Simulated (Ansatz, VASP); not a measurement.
# Ni (Ni(100) film of 3 layers) in two plane-wave programs

One calculation is typed for both programs; each brings its own data sets. How far apart do they land? Of the first pair: The structure shown is the end of the Ansatz relaxation below.

Calculated with Ansatz 0.2.0; plane waves, with VASP 6.6.1 beside it; single point at PBE.

**1. The structure**

The cell holds 3 atoms: 3 Ni. Cell: a = 2.420 Å, b = 2.420 Å, c = 30.840 Å, α = 90.0°, β = 90.0°, γ = 90.0°. It derives from Ni. Vacuum lies along c.

**2. Ansatz: relaxation, PBE**

Ansatz runs on its PAW soft_1 files.

This run makes the geometry at which the two programs are then compared.

input.yaml

```yaml
crystal:
  lattice:
    - [2.4191829401, 0.0, 0.0]
    - [0.0, 2.4191829401, 0.0]
    - [0.0, 0.0, 30.8399999296]
  atoms:
    - { symbol: Ni, position: [0.0, 0.0, 0.1780422878], spin: 0.84 }
    - { symbol: Ni, position: [0.5, 0.5, 0.2354085608], spin: 0.75 }
    - { symbol: Ni, position: [0.0, 0.0, 0.2927748339], spin: 0.84 }
  periodic: [true, true, false]
kpoints:
  mp_grid: { grid: [12, 12, 1] }
hamiltonian:
  xc: pbe
  pseudopotentials: { kind: paw, azcp: { folder: soft_1 } }
scf:
  occupations: { method: gaussian, width: 0.15 }
output:
  forces: true
  stress: true
  eigenvalues: true
  populations: true
  write_density: true
  write_potential: true
  elf: true
  volumetric_format: npy
magnetization:
  spin_polarized: true
relax:
  adjacent_minimum: "off"
  f_tol: 0.001
  max_steps: 60
  cell: { stress_2d_tol: 0.002 }
```

Launch:

```bash
ansatz run input.yaml --threads 8 --pin off --max-ram 20480MiB --backend cpu --events-out ev --progress --plain --runs-dir out
```

Numbers of over 12 decimals in the logs are rounded to 6 here.

The log of the run:

```text
Engine: ansatz 0.2.0, aarch64-unknown-linux-gnu
Pseudopotentials: kind: paw
Pseudopotential: Ni, paw, valence charge 18, recommended cutoff 420 eV (normal), soft_1/Ni.paw.azcp
Functional definition: PBE
  parameter kappa = 0.804
  parameter beta = 0.066725
  exchange = pbe_x(kappa = kappa, mu = beta*pi^2/3)
  correlation = pbe_c(beta = beta)
Crystal: 3 atoms, lattice volume = 180.489 Å³
Basis set: ecut = 420 eV, 3447 PW (Γ), exchange–correlation on 36×36×432 points (8 copies of the dense FFT grid, shifted against one another)
Bands: 34, of which v1, the nominal top of the filled ones, is band 27 counted from 1 (26 counted from 0)
Symmetry: 16 space group operations
Space group: P4/mmm (ITA 123), of the structure as read, at distance tolerance 5.7e-5 Å
Magnetic group: BNS 123.339 (UNI 999), of the structure as read, at distance tolerance 5.7e-5 Å
k-points: 28 of 144
Non-local potential: Ni, projectors of the file, l = 0: 3, l = 1: 2, l = 2: 3, l = 3: 1
PAW form: soft (Blöchl's): semilocal exchange-correlation on the pseudo side does not see the compensation charge
PAW one-centre angular grid: Ni, 590 points (default); XC on 64 Gauss nodes
Initial density: superposition of atomic densities (neutral atoms: chi_scale 0, normalization atom)
Starting moments: Σ|m| = 2.43 μB on 3 of 3 sites
Initial wavefunctions: pseudopotential atomic-orbital guess
Functional: x = pbe(κ = 0.804, μ = 0.219515), c = pbe(β = 0.066725)
SCF iter   1: F=—  HF=-17514.774640 eV  |F-HF|=—  |Δ(HF+E_count)|=         —  Δρ=1.81e-2 (↑9.59e-3 ↓1.81e-2)  dr2=2.95e0  dr2_m=1.60e-1  M=2.487 μB ∫|m|=2.583 μB  β_m=0.30  ethr=3.10e-3  ⟨swp⟩=16.0  Hψ=14996  notcnv=0
Mixer restart at iter 1: flushing history
preconditioner: auto → LDOS  [metal: Δε(μ)=0.001 eV  Ē_g=7.149 eV  σ=0.150 eV  W_gap=0.01  n_scr=20 (ndim 8)  ℏωp=15.1 eV  f_vac=0.758  D(μ)=5.30/eV (n_scr^D=22)]
spin=Collinear: LDOS preconditioning applied to the charge; magnetization (m = ρ↑ − ρ↓) channel mixes plain (no charge-response kernel on spin).
SCF iter   2: F=—  HF=-17515.261270 eV  |F-HF|=—  |Δ(HF+E_count)|=   4.87e-1  Δρ=1.17e-2 (↑1.17e-2 ↓4.95e-3)  dr2=4.42e-1  dr2_m=8.06e-2  M=2.430 μB ∫|m|=2.580 μB  β_m=0.35  ethr=3.10e-3  ⟨swp⟩=3.2  Hψ=3580  notcnv=0  defer=75
SCF iter   3: F=—  HF=-17516.494172 eV  |F-HF|=—  |Δ(HF+E_count)|=    1.23e0  Δρ=4.31e-3 (↑4.31e-3 ↓3.93e-3)  dr2=5.40e-2  dr2_m=2.00e-2  M=2.370 μB ∫|m|=2.562 μB  β_m=0.43  ethr=8.19e-4  ⟨swp⟩=3.3  Hψ=3969  notcnv=0  defer=75
SCF iter   4: F=—  HF=-17517.186990 eV  |F-HF|=—  |Δ(HF+E_count)|=         —  Δρ=4.08e-3 (↑1.96e-3 ↓4.08e-3)  dr2=4.29e-2  dr2_m=4.53e-3  M=2.227 μB ∫|m|=2.460 μB  β_m=0.43  ethr=1.00e-4  ⟨swp⟩=3.2  Hψ=4480  notcnv=0  defer=76
SCF iter   5: F=—  HF=-17517.386091 eV  |F-HF|=—  |Δ(HF+E_count)|=   1.99e-1  Δρ=3.30e-3 (↑1.10e-3 ↓3.30e-3)  dr2=1.85e-2  dr2_m=5.07e-3  M=2.183 μB ∫|m|=2.430 μB  β_m=0.71  ethr=7.95e-5  ⟨swp⟩=3.0  Hψ=3741  notcnv=0  defer=75
SCF iter   6: F=—  HF=-17517.500394 eV  |F-HF|=—  |Δ(HF+E_count)|=   1.14e-1  Δρ=2.08e-3 (↑7.25e-4 ↓2.08e-3)  dr2=2.66e-3  dr2_m=3.10e-3  M=2.100 μB ∫|m|=2.362 μB  β_m=0.86  ethr=3.42e-5  ⟨swp⟩=3.2  Hψ=4359  notcnv=0  defer=78
SCF iter   7: F=—  HF=-17517.498439 eV  |F-HF|=—  |Δ(HF+E_count)|=   1.96e-3  Δρ=1.92e-3 (↑1.22e-3 ↓1.92e-3)  dr2=1.02e-2  dr2_m=2.87e-4  M=2.088 μB ∫|m|=2.351 μB  β_m=0.82  ethr=4.92e-6  ⟨swp⟩=3.2  Hψ=4561  notcnv=0  defer=79
SCF iter   8: F=—  HF=-17517.499764 eV  |F-HF|=—  |Δ(HF+E_count)|=   1.33e-3  Δρ=3.22e-4 (↑2.93e-4 ↓3.22e-4)  dr2=3.81e-4  dr2_m=7.78e-6  M=2.089 μB ∫|m|=2.350 μB  β_m=0.77  ethr=4.92e-6  ⟨swp⟩=3.0  Hψ=4118  notcnv=0  defer=79
SCF iter   9: F=—  HF=-17517.500249 eV  |F-HF|=—  |Δ(HF+E_count)|=   4.85e-4  Δρ=8.65e-5 (↑8.65e-5 ↓7.34e-5)  dr2=2.86e-5  dr2_m=1.43e-6  M=2.093 μB ∫|m|=2.352 μB  β_m=0.83  ethr=7.06e-7  ⟨swp⟩=2.7  Hψ=3701  notcnv=0  defer=79
[...]
SCF iter  12: F=—  HF=-17517.500324 eV  |F-HF|=—  |Δ(HF+E_count)|=   2.23e-7  Δρ=3.11e-6 (↑5.35e-7 ↓3.11e-6)  dr2=1.50e-8  dr2_m=4.00e-9  M=2.095 μB ∫|m|=2.353 μB  β_m=0.97  ethr=2.98e-10  ⟨swp⟩=3.2  Hψ=4134  notcnv=0  defer=79
SCF iter  13: F=-17517.500324 eV  HF=-17517.500324 eV  |F-HF|=2.32e-8  |Δ(HF+E_count)|=   1.06e-9  Δρ=3.22e-6 (↑8.90e-7 ↓3.22e-6)  dr2=3.06e-8  dr2_m=2.96e-9  M=2.095 μB ∫|m|=2.353 μB  ethr=2.78e-11  ⟨swp⟩=21.4  Hψ=20307  notcnv=0
SCF 1 converged in 13 iterations: F = -17517.500324 eV  dr2 = 3.06e-8
[...]
SCF iter  17: F=—  HF=-17517.500329 eV  |F-HF|=—  |Δ(HF+E_count)|=   1.18e-9  Δρ=6.82e-8 (↑2.14e-8 ↓6.82e-8)  dr2=7.05e-12  dr2_m=2.41e-12  M=2.096 μB ∫|m|=2.354 μB  β_m=0.06  ethr=1.00e-12  ⟨swp⟩=2.9  Hψ=3155  notcnv=0
SCF iter  18: F=—  HF=-17517.500329 eV  |F-HF|=—  |Δ(HF+E_count)|=   2.03e-9  Δρ=4.58e-8 (↑2.85e-8 ↓4.58e-8)  dr2=1.98e-12  dr2_m=1.55e-12  M=2.096 μB ∫|m|=2.354 μB  β_m=0.22  ethr=1.31e-14 (applied; sched 1.00e-12)  ⟨swp⟩=3.2  Hψ=4095  notcnv=0  defer=6
SCF iter  19: F=—  HF=-17517.500329 eV  |F-HF|=—  |Δ(HF+E_count)|=   2.08e-9  Δρ=3.59e-8 (↑3.25e-8 ↓3.59e-8)  dr2=1.03e-12  dr2_m=1.38e-12  M=2.096 μB ∫|m|=2.354 μB  β_m=0.61  ethr=3.66e-15 (applied; sched 1.00e-12)  ⟨swp⟩=3.0  Hψ=3677  notcnv=0  defer=9
SCF iter  20: F=—  HF=-17517.500329 eV  |F-HF|=—  |Δ(HF+E_count)|=   6.26e-9  Δρ=4.72e-8 (↑4.72e-8 ↓2.21e-8)  dr2=1.92e-12  dr2_m=1.80e-12  M=2.096 μB ∫|m|=2.354 μB  β_m=0.81  ethr=1.90e-15 (applied; sched 1.00e-12)  ⟨swp⟩=4.1  Hψ=4958  notcnv=0  defer=9
SCF iter  21: F=—  HF=-17517.500329 eV  |F-HF|=—  |Δ(HF+E_count)|=  1.38e-10  Δρ=2.50e-8 (↑2.50e-8 ↓8.42e-9)  dr2=4.89e-13  dr2_m=3.95e-13  M=2.096 μB ∫|m|=2.354 μB  β_m=0.90  ethr=3.56e-15 (applied; sched 1.00e-12)  ⟨swp⟩=2.8  Hψ=3147  notcnv=0  defer=9
SCF iter  22: F=—  HF=-17517.500329 eV  |F-HF|=—  |Δ(HF+E_count)|=  1.35e-10  Δρ=3.96e-8 (↑3.96e-8 ↓2.10e-8)  dr2=2.92e-12  dr2_m=4.01e-13  M=2.096 μB ∫|m|=2.354 μB  β_m=0.61  ethr=9.05e-16 (applied; sched 1.00e-12)  ⟨swp⟩=3.2  Hψ=4426  notcnv=0  defer=9  recentre
SCF iter  23: F=—  HF=-17517.500329 eV  |F-HF|=—  |Δ(HF+E_count)|=  3.64e-11  Δρ=9.22e-9 (↑9.22e-9 ↓4.40e-9)  dr2=9.52e-14  dr2_m=4.24e-14  M=2.096 μB ∫|m|=2.354 μB  β_m=0.75  ethr=5.41e-15 (applied; sched 1.00e-12)  ⟨swp⟩=2.8  Hψ=3744  notcnv=0  defer=9
SCF iter  24: F=-17517.500329 eV  HF=-17517.500329 eV  |F-HF|=5.82e-11  |Δ(HF+E_count)|=  1.82e-11  Δρ=4.28e-9 (↑7.57e-10 ↓4.28e-9)  dr2=6.31e-14  dr2_m=8.58e-15  M=2.096 μB ∫|m|=2.354 μB  ethr=1.00e-12  ⟨swp⟩=5.8  Hψ=10292  notcnv=0
SCF 4 converged in 24 iterations: F = -17517.500329 eV  dr2 = 6.31e-14
relax step   4: F+E_penalty+E_count = -17517.50032918 eV  Δ(F+E_penalty+E_count) = -1.204e-5 eV  max|allowed force component| = 4.072e-4 eV/Å  Δτ_max = 0.0000 Å  P = -0.001 N/m  Ω = 180.587 Å³  fix = [c, alpha, beta]  reactions: c +0.000 N/m  stress off target by 5.53e-4 N/m on what of the cell is left free  SCF on the basis re-selected at this cell (its energy is not comparable with the rows above)  (24 SCF iters)
basis re-selected at this cell: Δ(F+E_penalty+E_count) = -1.204e-5 eV, ΔP = -0.001 N/m vs the last step (what re-selecting the basis moved, of the pressure what is left beyond the Pulay correction that the steps carried, after the strain that the cell walked since its last selection, with what the two solves' SCF thresholds leave and, on support functions, any second-order correction that the steps lacked; it is no m [...]
WARN: The output density's exchange-correlation potential varies sharply where the density is thin. Do not read a vacuum level from v_tot or v_xc, or from such a field of the output density. On a cell that repeats whose density bears no net charge and no dipole along the vacuum's axis use v_es (v_loc + v_h of the components); under efield.dipole_correction with no amplitude use v_es + v_field, which holds any externa [...]
SCF converged after 24 iterations
Magnetization: 2.0956 μB (28.0478 up, 25.9522 down)
Absolute magnetization: 2.3567 μB (∫|ρ↑−ρ↓|, with the PAW one-centre terms)
Spin contamination: 0.0288 ħ² per cell (⟨S²⟩ above its minimum at these occupations)
Per-site moments (μB) at R_I (Å): [(0.763768, 0.998182), (0.678293, 0.998182), (0.763768, 0.998182)]
Free energy (F): -17517.500329 eV
Harris-Foulkes:  -17517.500329 eV  (|F-HF|=5.82e-11)
Internal energy: -17517.443872 eV  (E = F + TS)
E sigma→0 (E₀):  -17517.472101 eV
Entropy (-TS):   -0.056457 eV (-18.819 meV/atom)
Fermi energy:    -4.988520 eV
--- Per-component energies (eV) ---
  E_band       = -2093.253177
  E_kinetic    = 1016.661775
  E_local      = -278921.650495  (includes V_loc(G=0)·N_el)
  E_nonlocal   = -348.273316
  E_hartree    = 139198.868899
  E_xc         = -335.958891
  E_vxc        = -433.215402  (∫ρ·V_xc dr)
  E_paw        = -4974.339358  (= ΣΔE_a)
  E_vpaw       = -1804.516538  (= ΣTr[D̂ρ^β])
  E_aug_tail   = 0.003071  (compensation charges beyond the density's cutoff)
  E_ewald      = 126847.244444
  E_smearing   = -0.056457  (= −TS)
  E_closure    = 0.000000  (closes the sum)
  Σ components = -17517.500329   (vs F -17517.500329, Δ=0.00e0)
--- Forces (eV/Å), atoms counted from 1 ---
  atom   1  Ni    -0.00000000     0.00000000     0.00040723
  atom   2  Ni    -0.00000000     0.00000000     0.00000000
  atom   3  Ni    -0.00000000     0.00000000    -0.00040723
  max |Σ_I F_I| component: 5.42e-20 eV/Å
--- 2D stress c σ (N/m, compression-positive) ---
       -0.000553       0.000000       0.000000
        0.000000      -0.000553       0.000000
        0.000000       0.000000       0.000000
  P = ½ c Tr σ = -0.0006 N/m
--- Band table (eV; the first three rows and the last of 56) ---
  k-point 0 ↑: bands = [... 23 lower, -6.1509, -6.0355, -5.6692, -5.6050, -5.5557, -5.5557, -5.5146, -3.7017, ... 3 higher]
  k-point 1 ↑: bands = [... 23 lower, -6.2699, -5.9758, -5.8493, -5.7656, -5.5662, -5.5176, -5.1990, -3.2445, ... 3 higher]
  k-point 2 ↑: bands = [... 23 lower, -6.3945, -6.1585, -5.9714, -5.9282, -5.6614, -5.5055, -4.5093, -2.2778, ... 3 higher]
  k-point 27 ↓: bands = [... 23 lower, -4.8844, -4.5056, -4.1752, -4.1748, -0.6777, -0.6777, 2.7012, 2.7012, ... 3 higher]
  ° read free of the cell's end (the report's vacuum.weakly_bound_levels)
--- Relaxed structure (3 steps of the walk, 3 accepted, 1 SCFs on fresh bases) ---
  F+E_penalty+E_count = -17517.50032918 eV   max|allowed force component| = 4.072e-4 eV/Å   (the final SCF, on the basis selected at the relaxed cell)
  cell:  # Å, volume = 180.5867 Å³
    - [2.419835, 0, 0.0]
    - [0, 2.419835, 0.0]
    - [0.0, 0.0, 30.8399999296]
  atoms:
    - { symbol: Ni, position: [0, 0, 0.178048] }
    - { symbol: Ni, position: [0.5, 0.5, 0.235409] }
    - { symbol: Ni, position: [0, 0, 0.292769] }
--- Löwdin populations: 3 sites ---
  site symbol       q [e]    m [muB]
     0     Ni     17.7997     0.7603
     1     Ni     17.7617     0.6662
     2     Ni     17.7997     0.7603
  spilling = 0.011833 (of n_electrons = 54.000000)
```

The column dr2 measures how far the density is from self-consistency, as an energy; F and HF (Harris–Foulkes) agree once it is small.

(Continued in part 2 of 3.)

[Lines on the potential files, build, host, timing and source positions are cut from VASP's logs without a mark.]

[Logs are printed without paths, hosts, clocks, repeated set-up lines and the standing remarks that a program may print on its own settings, such as how far it seeks lower states.]

[Hosts, paths, dates, database ids (printed as entryN), source tags and the programs' standing remarks are cut or masked in the printed files.]
